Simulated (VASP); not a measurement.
# Sn2HBr3 (P3m1) in VASP: a series of runs, part 2 of 2

VASP 6.6.1. Earlier steps stand in the parts before.

## 4. Equation of state, PBE, 32.64 Å³/atom (volume scaled by 1.03)

The input, INCAR:

```
ALGO = Normal
EDIFF = 1E-6
EDIFFG = -0.02
ENCUT = 520
GGA = PE
IBRION = 2
ISIF = 4
ISMEAR = 0
KPAR = 4
LASPH = True
LCHARG = False
LREAL = False
LWAVE = False
NELM = 100
NSW = 30
PREC = Accurate
SIGMA = 0.1
```

The input, KPOINTS:

```
k-points
0
Gamma
  8 8 4
```

The input, POSCAR:

```
Sn2HBr3
1.0
    4.1880590467      0.0000000000      0.0000000000
   -2.0940290184      3.6269657780      0.0000000000
    0.0000000000      0.0000000000     12.8928486170
Sn H Br
2 1 3
Direct
    0.3333330000      0.6666670000      0.4372610000
    0.3333330000      0.6666670000      0.0120900000
    0.6666670000      0.3333330000      0.0554730000
    0.6666670000      0.3333330000      0.5767770000
    0.0000000000      0.0000000000      0.2941130000
    0.0000000000      0.0000000000      0.8742010000
```

Command:

```sh
> cat potpaw_PBE.64/Sn_d/POTCAR potpaw_PBE.64/H/POTCAR potpaw_PBE.64/Br/POTCAR > POTCAR
> mpirun -np 4 vasp_std > vasp.out
```

It took 5.4 min on 4 MPI ranks of Intel Xeon Platinum 8259CL at 2.50GHz (Skylake/Cascade Lake), shared host; peak memory 0.44 GiB.

It converged, with:

- Free energy: -18.4562 eV
- Pressure: -0.1 GPa
- Largest force: 0.009 eV/Å
- Band gap on the k mesh: 0.46 eV, direct

Caveat: spin-orbit coupling is left out, which moves the levels of the heavy elements; this functional lacks dispersion, which binds the layers, so the pressure and a relaxed spacing across them are unreliable.

## 5. Equation of state, PBE, 29.79 Å³/atom (volume scaled by 0.94)

INCAR is that of step 4.

KPOINTS is that of step 4.

POSCAR, as its differences from that of step 4:

```diff
@@ -2,5 +2,5 @@
 1.0
-    4.1880590467      0.0000000000      0.0000000000
-   -2.0940290184      3.6269657780      0.0000000000
-    0.0000000000      0.0000000000     12.8928486170
+    4.0623406541      0.0000000000      0.0000000000
+   -2.0311698372      3.5180904488      0.0000000000
+    0.0000000000      0.0000000000     12.5058272818
 Sn H Br
```

Command:

```sh
> cat potpaw_PBE.64/Sn_d/POTCAR potpaw_PBE.64/H/POTCAR potpaw_PBE.64/Br/POTCAR > POTCAR
> mpirun -np 4 vasp_std > vasp.out
```

Run time: 5.5 min. Hardware: 4 MPI ranks of Intel Xeon Platinum 8259CL at 2.50GHz (Skylake/Cascade Lake), shared host; peak memory 0.4 GiB.

Results (log left out):

| Quantity | Value |
| --- | --- |
| Free energy | -18.4443 eV |
| Pressure | 0.3 GPa |
| Largest force | 0.017 eV/Å |
| Band gap on the k mesh | 0.30 eV, direct |

Caveat: spin-orbit coupling is left out, which moves the levels of the heavy elements; this functional lacks dispersion, which binds the layers, so the pressure and a relaxed spacing across them are unreliable.

## 6. Equation of state, PBE, 33.59 Å³/atom (volume scaled by 1.06)

INCAR is that of step 5.

KPOINTS is that of step 5.

POSCAR, as its differences from that of step 5:

```diff
@@ -2,5 +2,5 @@
 1.0
-    4.0623406541      0.0000000000      0.0000000000
-   -2.0311698372      3.5180904488      0.0000000000
-    0.0000000000      0.0000000000     12.5058272818
+    4.2283313157      0.0000000000      0.0000000000
+   -2.1141651481      3.6618425885      0.0000000000
+    0.0000000000      0.0000000000     13.0168259207
 Sn H Br
```

Potentials or basis: VASP PAW PBE potentials, release 64 (Sn_d, H, Br).

Command:

```sh
> cat potpaw_PBE.64/Sn_d/POTCAR potpaw_PBE.64/H/POTCAR potpaw_PBE.64/Br/POTCAR > POTCAR
> mpirun -np 4 vasp_std > vasp.out
```

It took 7.4 min on 4 MPI ranks of Intel Xeon Platinum 8259CL at 2.50GHz (Skylake/Cascade Lake), shared host; peak memory 0.44 GiB.

The run converged. Its results:

```
Free energy            : -18.4541 eV
Pressure               : -0.1 GPa
Largest force          : 0.018 eV/Å
Band gap on the k mesh : 0.50 eV, direct
```

Caveat: spin-orbit coupling is left out, which moves the levels of the heavy elements; this functional lacks dispersion, which binds the layers, so the pressure and a relaxed spacing across them are unreliable.

## 7. Equation of state, PBE, 28.84 Å³/atom (volume scaled by 0.91)

INCAR is that of step 6.

KPOINTS is that of step 6.

POSCAR, as its differences from that of step 6:

```diff
@@ -2,5 +2,5 @@
 1.0
-    4.2283313157      0.0000000000      0.0000000000
-   -2.1141651481      3.6618425885      0.0000000000
-    0.0000000000      0.0000000000     13.0168259207
+    4.0186561861      0.0000000000      0.0000000000
+   -2.0093276085      3.4802585872      0.0000000000
+    0.0000000000      0.0000000000     12.3713455980
 Sn H Br
```

Command:

```sh
> cat potpaw_PBE.64/Sn_d/POTCAR potpaw_PBE.64/H/POTCAR potpaw_PBE.64/Br/POTCAR > POTCAR
> mpirun -np 4 vasp_std > vasp.out
```

It took 8.4 min on 4 MPI ranks of Intel Xeon Platinum 8259CL at 2.50GHz (Skylake/Cascade Lake), shared host; peak memory 0.4 GiB.

Results (log left out):

```yaml
Free_energy: -18.4265 eV
Pressure: 0.6 GPa
Largest_force: 0.016 eV/Å
Band_gap_on_the_k_mesh: 0.27 eV, direct
```

Caveat: spin-orbit coupling is left out, which moves the levels of the heavy elements; this functional lacks dispersion, which binds the layers, so the pressure and a relaxed spacing across them are unreliable.

## 8. Equation of state, PBE, 34.54 Å³/atom (volume scaled by 1.09)

INCAR is that of step 7.

KPOINTS is that of step 7.

POSCAR, as its differences from that of step 7:

```diff
@@ -2,5 +2,5 @@
 1.0
-    4.0186561861      0.0000000000      0.0000000000
-   -2.0093276085      3.4802585872      0.0000000000
-    0.0000000000      0.0000000000     12.3713455980
+    4.2678507214      0.0000000000      0.0000000000
+   -2.1339248462      3.6960674002      0.0000000000
+    0.0000000000      0.0000000000     13.1384855509
 Sn H Br
```

Command:

```sh
> cat potpaw_PBE.64/Sn_d/POTCAR potpaw_PBE.64/H/POTCAR potpaw_PBE.64/Br/POTCAR > POTCAR
> mpirun -np 4 vasp_std > vasp.out
```

Wall time 9.5 min (4 MPI ranks of Intel Xeon Platinum 8259CL at 2.50GHz (Skylake/Cascade Lake), shared host); peak memory 0.45 GiB.

It converged, with:

* Free energy: -18.4512 eV
* Pressure: -0.1 GPa
* Largest force: 0.018 eV/Å
* Band gap on the k mesh: 0.53 eV, direct

Caveat: spin-orbit coupling is left out, which moves the levels of the heavy elements; this functional lacks dispersion, which binds the layers, so the pressure and a relaxed spacing across them are unreliable.
